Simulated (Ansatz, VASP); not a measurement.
# AlHg in VASP and in Ansatz

```xyz
2
Lattice="0.0000 3.0685 3.0685 3.0685 0.0000 3.0685 3.0685 3.0685 0.0000" Properties=species:S:1:pos:R:3 pbc="T T T"
Al    0.0000    0.0000    0.0000
Hg    4.6028    4.6028    4.6028
```

The cell was built by a generator and needn't be a form met in nature.

Alike in both runs: task relaxation of cell and atoms; functional BLYP; k mesh 8 × 8 × 8; occupations fermi-dirac, width 0.05 eV; no spin polarisation.

```csv
,VASP,Ansatz
version,VASP 6.6.1,Ansatz 0.2.0
potentials or method,"VASP PAW PBE potentials, release 64 (Al, Hg)",Ansatz PAW
plane-wave cutoff (eV),600,420
valence electrons in the cell,15,23
```

|  | VASP | Ansatz | Ansatz less VASP |
| --- | --- | --- | --- |
| gap on the k mesh at the Fermi level, each at its own relaxed structure (eV) | none | none | - |
| relaxed volume (Å³/atom) | 31.75 | 31.52 | -0.228 |
| relaxed cell length with the largest relative difference (Å) | 4.478 | 4.467 | -0.0107 |
| energy change over the relaxation (meV/atom) | -21 | -18 | +3.1 |

A gap of «none» marks a metal or a gap that the smearing closes. The two sets of potentials don't hold the same shells in valence.

Caveats: the PAW data sets were made with another functional, which shifts forces and pressure a little (VASP); the plane-wave basis is chosen anew once the cell has moved, so the energies of steps on either side of that aren't comparable (Ansatz); the PAW data sets come from PBE, with cores solved anew for the run's functional, which leaves a small shift of forces and pressure (Ansatz). The runs have no spin-orbit coupling, so splittings on Hg are missing.
